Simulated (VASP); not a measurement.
Data:

```
NiSb
1.0
    1.98644    -3.44062     0.00000
    1.98644     3.44062     0.00000
    0.00000     0.00000     5.16513
Ni Sb
2 2
Direct
  0.00000   0.00000   0.50000
  0.00000   0.00000   0.00000
  0.33333   0.66667   0.25000
  0.66667   0.33333   0.75000
```

These are PBE GGA, VASP's PBE PAW potentials (set 64) (plane waves; VASP) values and carry that method's errors. Run with 520 eV cut-off, 10×10×7 Γ-centred mesh, tetrahedra with Blöchl corrections, potentials Ni Sb.

The cores are frozen, which limits the accuracy of field gradients.

### Question
Give the principal components of the electric field gradient (V/Å²) and the asymmetry η at each nucleus.

### Answer

```
atom    Vxx    Vyy    Vzz     η
----  -----  -----  -----  ----
Ni1    10.5   10.5  -21.0  0.00
Ni2    10.5   10.5  -21.0  0.00
Sb3   -38.2  -38.2   76.4  0.00
Sb4   -38.2  -38.2   76.4  0.00
```

The compound is NiSb in the NiAs type structure. It was relaxed first. The run is not spin-polarised, so no magnetic state was tried.
